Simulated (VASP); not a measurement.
# Sn: energy against volume

Sn (diamond, Fd-3m, 36.801 Å³/atom and stress up to 0.01 GPa in the relaxed cell, cube axes along x, y and z) under an equal strain ε along all three axes. PBE in VASP (plane waves, PAW), 480 eV, 8×8×8 Γ-centred mesh, Methfessel-Paxton smearing 0.10 eV; ions are relaxed, or left where forces stay under 0.02 eV/Å, within the symmetry of each cell. Against the start cell, which lies near the measured one, the relaxed cell differs by 7.7 % in volume; the values below rest on it.

Here V stands for volume and E for E less E0.

```
volume (Å³/atom)  E less E0 (meV/atom)  pressure (GPa)
----------------  --------------------  --------------
33.5868                              ?               ?
34.6363                          16.15            2.51
35.1692                           8.89            1.80
35.7075                           3.89            1.15
36.2513                           0.98            0.56
36.8005                           0.00            0.01
37.3553                           0.84           -0.50
37.9156                           3.36           -0.96
38.4815                           7.46           -1.39
39.0530                          13.05           -1.78
```

Using the third-order Birch-Murnaghan form, a cubic in V^(-2/3), estimate the missing E at V = 33.5868 from the other rows, showing the fit.

With u = V^(-2/3) - 0.0904, the rows have u = 0.0037121, 0.0027590, 0.0018204, 0.0008958, -0.0000148, -0.0009119, -0.0017957, -0.0026665, -0.0035246. Least squares gives E = -0.003 + 85.3·u + 1110600·u² + 10278616·u³. Residuals (row less fit): 0.007, -0.012, -0.005, 0.008, 0.004, 0.005, -0.005, -0.011, 0.007; standard error 0.010 (degrees of freedom: 5). Its minimum lies at u = -0.0000384, so V0 = (0.0903616)^(-3/2) = 36.81. There d²E/du² = 2219000 and d³E/du³ = 6.167e7, so B0 = (4/9) × 36.81^(-7/3) × 2219000 × 0.160218 = 35.0 GPa (the last factor turns the table's units into GPa), and B0' = 4 + (2/3) × 0.0903616 × (6.167e7)/2219000 = 5.7. B0' rests on the cubic coefficient alone and has a standard error of 0.1 from these residuals. At the withheld row, u = 0.0056626, so E = -0.003 + 85.3 × 0.0056626 + 1110600 × 0.0056626² + 10278616 × 0.0056626³ = 37.958 meV/atom. The calculation gives 37.95 meV/atom, 0.008 meV/atom below the prediction (0.0 % of the range of E in the table). The row lies outside the fitted rows, so this is an extrapolation. From the scatter of the fitted rows alone, a prediction at this place has a standard error of 0.049 meV/atom, so the miss is 0.2 times that.

This level leaves no gap over 0.05 eV at strain -3.00, -2.00, -1.50, -1.00, -0.50, 0.00, 0.50, 1.00, 1.50, 2.00 %. Other structures, which can take over under pressure, weren't tried. The same form fitted to the pressure column gives B0' = 5.3; series where the two differ by over 0.4 aren't shown. Sn is here grey tin, stable below 13 °C. Rows are the converged runs of the series near zero and its far end, less any whose ions stayed unrelaxed beside relaxed ones; series whose fitted rows scatter by over a few per cent of the range, as at a crossing or softening among them, aren't shown in this form.
